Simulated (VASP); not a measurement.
# A VASP study of Si3N4 (LDA): structure first, properties next, part 7 of 7

Wanted: the relaxed cell of Si3N4 and its properties. The start is a cell from a database of measured crystal structures.

VASP 6.6.1; LDA; plane waves and PAW (Si, N).

So far, gap on the k-mesh (eV): step 2 (relaxing cell and atoms (LDA)) 4.23; step 6 (total and projected DOS (LDA)) 4.20; step 7 (zone-centre phonons (LDA)) 4.23. The relaxed cell has a = 7.577, c = 2.893 Å (conventional setting).

### 9. Optical spectrum (LDA)

LOPTICS sums transitions from filled to empty bands. The mesh is finer than in the run before. NBANDS is raised for it.

Contents of INCAR:

```
SYSTEM = Si3N4
PREC = Accurate
ENCUT = 520
EDIFF = 1E-06
NELM = 100
ISMEAR = 0
SIGMA = 0.05
LREAL = .FALSE.
ALGO = Normal
GGA = CA
NBANDS = 144
LORBIT = 11
LWAVE = .FALSE.
LCHARG = .FALSE.
KPAR = 8
LOPTICS = .TRUE.
NEDOS = 1500
CSHIFT = 0.1
```

Contents of POSCAR:

```
Si3N4
1.0
    7.5771658243      0.0000000015      0.0000000000
   -3.7885829134      6.5620180918      0.0000000000
    0.0000000000      0.0000000000      2.8929258871
Si N
6 8
Direct
    0.7674982124      0.1739084410      0.2500000000
    0.5935897713      0.7674982124      0.7500000000
    0.8260915590      0.5935897713      0.2500000000
    0.2325017876      0.8260915590      0.7500000000
    0.4064102287      0.2325017876      0.2500000000
    0.1739084410      0.4064102287      0.7500000000
    0.0295514522      0.3302420085      0.2500000000
    0.6993094437      0.0295514522      0.7500000000
    0.6697579915      0.6993094437      0.2500000000
    0.9704485478      0.6697579915      0.7500000000
    0.3006905563      0.9704485478      0.2500000000
    0.3302420085      0.3006905563      0.7500000000
    0.6666666667      0.3333333333      0.2500000000
    0.3333333333      0.6666666667      0.7500000000
```

Contents of KPOINTS:

```
Automatic mesh
0
Gamma
6 6 14
0 0 0
```

Potentials, in the order of the species: Si and N (LDA family, release 64).

Command:

```bash
$ mpirun -np 8 vasp_std
```

Output:

```text
[... set-up lines as in an earlier step ...]
 entering main loop
       N       E                     dE             d eps       ncg     rms          rms(c)
DAV:   1     0.210402057355E+03    0.21040E+03   -0.24517E+04 18448   0.411E+02
DAV:   2    -0.133297166271E+03   -0.34370E+03   -0.32507E+03 22184   0.133E+02
DAV:   3    -0.144856394216E+03   -0.11559E+02   -0.11395E+02 21800   0.206E+01
DAV:   4    -0.144913718034E+03   -0.57324E-01   -0.57312E-01 21608   0.151E+00
DAV:   5    -0.144914052780E+03   -0.33475E-03   -0.33474E-03 21208   0.113E-01    0.304E+01
DAV:   6    -0.127077642190E+03    0.17836E+02   -0.57402E+00 19824   0.990E+00    0.132E+01
DAV:   7    -0.126751120986E+03    0.32652E+00   -0.19442E+00 22264   0.274E+00    0.657E+00
DAV:   8    -0.126560076858E+03    0.19104E+00   -0.77078E-02 20944   0.689E-01    0.179E+00
DAV:   9    -0.126538010957E+03    0.22066E-01   -0.86535E-03 21872   0.256E-01    0.268E-01
DAV:  10    -0.126538251409E+03   -0.24045E-03   -0.90215E-04 21416   0.558E-02    0.128E-01
DAV:  11    -0.126538308260E+03   -0.56851E-04   -0.24449E-05 20784   0.119E-02    0.278E-02
DAV:  12    -0.126538309770E+03   -0.15106E-05   -0.34849E-06 22168   0.421E-03    0.130E-02
DAV:  13    -0.126538310623E+03   -0.85265E-06   -0.55839E-07 18912   0.202E-03
   1 F= -.12653831E+03 E0= -.12653831E+03  d E =-.206787E-12
 optical routines
 imaginary and real dielectric function
 recalculating local potential from charge density
 direction            1
 direction            2
 direction            3
```

Run time: 4 min. Hardware: 8 MPI ranks of AMD EPYC 7R43, shared host; peak memory 10 GiB.

Parts of OUTCAR (step 9):

```text
   k-points           NKPTS =     64   k-points in BZ     NKDIM =     64   number of bands    NBANDS=    144

   NELECT =      64.0000    total number of electrons

 E-fermi :   6.9813

 k-point     1 :       0.0000    0.0000    0.0000
  band No.  band energies     occupation
    ...
     28       5.4223      2.00000
     29       5.4223      2.00000
     30       6.2708      2.00000
     31       6.3727      2.00000
     32       6.5500      2.00000
     33      10.9607      0.00000
     34      11.4352      0.00000
     35      11.5987      0.00000
     36      11.5987      0.00000
     37      11.9336      0.00000
    ...

  Total        0.0418308      0.0418308     -0.0548173     -0.0000000      0.0000000      0.0000000
  in kB        0.4659349      0.4659349     -0.6105860     -0.0000001      0.0000000      0.0000000
  external PRESSURE =       0.1070946 kB  Pullay stress =       0.0000000 kB

 POSITION                                       TOTAL-FORCE (eV/Angst)
 -----------------------------------------------------------------------------------
      5.15659      1.14119      0.72323         0.005302     -0.007421      0.000000
      1.59000      5.03634      2.16969         0.009078      0.000881      0.000000
      4.01057      3.89515      0.72323         0.003776      0.008302      0.000000
     -1.36801      5.42083      2.16969        -0.005302      0.007421     -0.000000
      2.19859      1.52568      0.72323        -0.009078     -0.000881     -0.000000
     -0.22199      2.66687      2.16969        -0.003776     -0.008302      0.000000
     -1.02723      2.16705      0.72323         0.001464     -0.008009      0.000000
      5.18683      0.19392      2.16969         0.007668     -0.002736     -0.000000
      2.42548      4.58888      0.72323         0.006204      0.005273      0.000000
      4.81582      4.39496      2.16969        -0.001464      0.008009      0.000000
     -1.39824      6.36810      0.72323        -0.007668      0.002736     -0.000000
      1.36311      1.97314      2.16969        -0.006204     -0.005273     -0.000000
      3.78858      2.18734      0.72323        -0.000000     -0.000000      0.000000
     -0.00000      4.37468      2.16969        -0.000000     -0.000000     -0.000000
 -----------------------------------------------------------------------------------
    total drift:                                0.000000     -0.000000      0.000000

  FREE ENERGIE OF THE ION-ELECTRON SYSTEM (eV)
  ---------------------------------------------------
  free  energy   TOTEN  =      -126.5383106227 eV

  energy  without entropy=     -126.5383106227  energy(sigma->0) =     -126.53831062

 plasma frequency squared (from intraband transitions) (eV^2)
  --------------------------------------------------------------------------------------
       0.000       0.000      -0.000
       0.000       0.000       0.000
      -0.000       0.000       0.000

[... 9 parts as in an earlier step ...]

[... 7 further parts left out ...]
```

These are independent-particle spectra without excitons or local fields. Their onset and peaks carry the functional's gap error, and fine structure and low peaks depend on the mesh and on CSHIFT.

This step gave:

| Item | Value |
| --- | --- |
| SCF cycles | 13 |
| bands | 144 |
| irreducible k-points | 64 |
| Fermi energy | 6.981 eV |
| pressure | 0.01071 GPa |
| valence top at k | 0, 0, 0.1429 |
| gap on the k-mesh | 4.204 eV |

The imaginary dielectric function has structure finer than the step of the table below, so its rows give means over 1 eV, whole bins alone (the curve runs from 0 to 25.0 eV). Peaks (eV: height): xx 7.7: 6.44, 8.9: 6.50; zz 8.9: 12.0, 9.5: 10.9.

The imaginary dielectric function by photon energy; means over each step:

| photon energy (eV) | xx | zz |
| --- | --- | --- |
| 1 | 0.00825 | 0.00802 |
| 2 | 0.0183 | 0.0176 |
| 3 | 0.0335 | 0.0316 |
| 4 | 0.0644 | 0.0627 |
| 5 | 0.302 | 0.205 |
| 6 | 2.15 | 1.19 |
| 7 | 3.94 | 4.02 |
| 8 | 5.97 | 5.18 |
| 9 | 6.06 | 9.63 |
| 10 | 6.17 | 6.87 |
| 11 | 5.90 | 5.68 |
| 12 | 4.88 | 4.55 |
| 13 | 4.29 | 3.62 |
| 14 | 3.35 | 3.39 |
| 15 | 2.67 | 3.23 |
| 16 | 2.21 | 2.64 |
| 17 | 1.73 | 1.74 |
| 18 | 1.43 | 1.14 |
| 19 | 1.07 | 0.864 |
| 20 | 0.820 | 0.574 |
| 21 | 0.627 | 0.487 |
| 22 | 0.471 | 0.419 |
| 23 | 0.402 | 0.330 |
| 24 | 0.352 | 0.288 |

The real dielectric function by photon energy:

| photon energy (eV) | xx | zz |
| --- | --- | --- |
| 0 | 4.42 | 4.49 |
| 1 | 4.47 | 4.53 |
| 2 | 4.59 | 4.66 |
| 3 | 4.84 | 4.89 |
| 4 | 5.30 | 5.32 |
| 5 | 6.32 | 6.08 |
| 6 | 7.37 | 7.90 |
| 7 | 6.89 | 7.72 |
| 8 | 4.84 | 6.39 |
| 9 | 3.37 | 3.48 |
| 10 | 2.34 | -0.0744 |
| 11 | 0.800 | 0.0529 |
| 12 | -0.608 | -0.652 |
| 13 | -0.712 | -0.812 |
| 14 | -1.08 | -0.504 |
| 15 | -0.894 | -0.834 |
| 16 | -0.972 | -1.21 |
| 17 | -0.971 | -1.53 |
| 18 | -0.853 | -1.18 |
| 19 | -0.670 | -0.905 |
| 20 | -0.567 | -0.626 |
| 21 | -0.426 | -0.331 |
| 22 | -0.230 | -0.220 |
| 23 | -0.0805 | -0.0779 |
| 24 | 0.0572 | 0.0496 |

Its static limit, 4.45, stands beside 4.26 from the response with local fields; local fields, the finite band count and the meshes make the difference. The mean of ε2 over directions passes 5 % of its top at 5.29 eV, against a least direct gap of 4.41 eV on this mesh, so the first direct transitions are weak, forbidden or few. The indirect gap (4.20 eV in the band run) doesn't show, since phonons are left out.

### 10. Summary of results

| Property | Result |
| --- | --- |
| relaxed volume | 10.27 Å³/atom |
| relaxed conventional cell a, b, c | 7.577, 7.577, 2.893 Å; angles 90.0, 90.0, 120.0° |
| space group after relaxing, within 0.02 Å | P6_3/m (No. 176) |
| band gap | 4.20 eV, indirect (least direct gap of that run 4.41 eV) |
| gap among the points of the DOS mesh alone, an upper bound | 4.20 eV |
| electronic dielectric constant, mean | 4.26 |
| ionic part of the static dielectric constant, mean | 3.84 |
| highest zone-centre mode | 1056 cm⁻¹ |
| largest field gradient Vzz | -43.27 V/Å² on N7 |
| strongest peak of ε2, mean over directions | 8.94 eV |
| ε1 at zero frequency, no local fields, mean | 4.45 |

In words: With LDA, Si3N4 relaxes to 10.27 Å³/atom in space group P6_3/m (held by the symmetry of the run) and has an indirect gap of 4.20 eV. Against the listed cell the volume lies -1.2 % (a -0.4 %, c -0.5 %). Zone-centre phonons (LDA): The principal values of the ionic part of the static dielectric tensor are 3.77, 3.87 and 3.87. Zone-centre phonons (LDA): Mean Born effective charge: Si1 3.35, N7 -2.51, N13 -2.53 e. Zone-centre phonons (LDA): The strongest infrared line lies at 897 cm⁻¹, followed by 858 and 418. Zone-centre phonons (LDA): The highest mode saved in this list at Γ, 1056.3 cm⁻¹, is mostly motion of N (82 % of the kinetic energy). Semilocal functionals usually underestimate gaps. Modes at Γ alone can't show that the crystal is stable at other wave vectors, and the LO-TO splitting is not included. No search among competing phases was made, and a listed structure need not be the one stable at ambient conditions. All values are for a static lattice at zero temperature.

[Lines on the potential files, build, host, timing and source positions are cut from VASP's logs without a mark.]

[Logs are printed without paths, hosts, clocks, repeated set-up lines and the standing remarks that a program may print on its own settings, such as how far it seeks lower states.]

[Hosts, paths, dates, database ids (printed as entryN), source tags and the programs' standing remarks are cut or masked in the printed files.]

[A measured line is paired with the nearest computed mode of its activity, which favours agreement.]

[In band tables of VASP the shares of atoms and orbitals are scaled to a sum of 1 inside the atoms' spheres.]
